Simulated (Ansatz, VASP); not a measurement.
## One calculation of AgF4, two programs

INCAR

```
ALGO = Normal ; EDIFF = 1E-7
EDIFFG = -0.01 ; ENCUT = 600
GGA = PE ; IBRION = 2
ISIF = 3 ; ISMEAR = 0
LASPH = T ; LCHARG = F
LREAL = F ; LWAVE = F
NELM = 100 ; NSW = 100
PREC = Accurate ; SIGMA = 0.1
```

Contents of KPOINTS:

```
k-points
0
Gamma
  10 10 8
```

The input POSCAR:

```
AgF4
1.0
    3.6335373399      0.0000000000      0.0000000000
    0.0000000000      3.6335373399      0.0000000000
    0.0000000000      0.0000000000      5.0259382715
Ag F
1 4
Direct
    0.0000000000      0.0000000000      0.0000000000
    0.5000000000      0.0000000000      0.2392434623
    0.0000000000      0.5000000000      0.7607565377
    0.5000000000      0.0000000000      0.7607565377
    0.0000000000      0.5000000000      0.2392434623
```

Input for Ansatz:

```yaml
crystal:
  lattice:
    - [3.6335373399, 0.0, 0.0]
    - [0.0, 3.6335373399, 0.0]
    - [0.0, 0.0, 5.0259382715]
  atoms:
    - { symbol: Ag, position: [0.0, 0.0, 0.0] }
    - { symbol: F, position: [0.5, 0.0, 0.2392434623] }
    - { symbol: F, position: [0.0, 0.5, 0.7607565377] }
    - { symbol: F, position: [0.5, 0.0, 0.7607565377] }
    - { symbol: F, position: [0.0, 0.5, 0.2392434623] }
basis:
  ecutwfc: 420
kpoints:
  mp_grid: { grid: [10, 10, 8] }
hamiltonian:
  xc: pbe
scf:
  occupations: { method: gaussian, width: 0.1 }
output:
  forces: true
  stress: true
  eigenvalues: true
relax:
  adjacent_minimum: "off"
  f_tol: 0.01
  max_steps: 80
  cell: { stress_tol: 0.05 }
```

Change from the starting cell: ordered vacancies on the cation sites of fluorite (P4/mmm, No. 123).

Alike in both runs: task relaxation of cell and atoms; functional PBE; k mesh 10 × 10 × 8; occupations gaussian, width 0.1 eV; no spin polarisation.

```csv
,VASP,Ansatz
version,VASP 6.6.1,Ansatz 0.2.0
potentials or method,"VASP PAW PBE potentials, release 64 (Ag, F)","scalar-relativistic, plane waves, PAW"
plane-wave cutoff (eV),600,420
valence electrons in the cell,39,47
```

Ansatz gave:

- gap on the k mesh at the Fermi level, each at its own relaxed structure (eV): none
- relaxed volume (Å³/atom): 13.89
- relaxed cell length with the largest relative difference (Å): 5.299
- energy change over the relaxation (meV/atom): -1

Q: Which values does VASP return?

A: gap on the k mesh at the Fermi level, each at its own relaxed structure (eV): none; relaxed volume (Å³/atom): 13.24; relaxed cell length with the largest relative difference (Å): 5.024; energy change over the relaxation (meV/atom): 0.

A gap of «none» marks a metal or a gap that the smearing closes. One of these differences is far larger than is usual between the two programs; its cause wasn't traced. The two sets of potentials don't hold the same shells in valence.

Caveats: an odd number of electrons without spin polarisation forces a metal; a magnetic or distorted state may lie lower.
